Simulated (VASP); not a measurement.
```
MgI2
1.0
    2.08180    -3.65896     0.00000
    2.08180     3.65896     0.00000
    0.00000     0.00000     6.93112
Mg I
1 2
Direct
  0.00000   0.00000   0.00000
  0.33333   0.66667   0.24200
  0.67830   0.34497   0.75800
```
Cell charge -0.02.

These are PBE GGA, VASP's PBE PAW potentials (set 64) (plane waves; VASP) values and carry that method's errors. Numerical set-up: NELECT = 16.02, 400 eV cut-off, 6×6×3 Γ-centred mesh, Gaussian smearing of 0.050 eV, potentials Mg I.

The cell is charged, with a uniform compensating background.

Q: Which forces act on the atoms, in eV/Å?

A: 
```
atom      Fx      Fy      Fz
----  ------  ------  ------
Mg1    0.054   0.004   0.005
I2     0.014   0.002  -0.086
I3    -0.069  -0.006   0.081
```

Q: Give the stress tensor in GPa (positive for a compressed cell).

A: 
```
0.73  0.04  0.18
0.04  0.35  0.03
0.18  0.03  0.86
```
The pressure is its mean diagonal, 0.65 GPa.

The compound is MgI2 in the 1T layered structure. The cell was not relaxed at this level, atoms are displaced from their ideal sites. The k-mesh is coarse (spacing up to 0.30 per Å, 2π included), so the numbers may not be converged in it. The run is one of a series of settings (NELECT = 16.02 against the base run), some of them coarse on purpose.
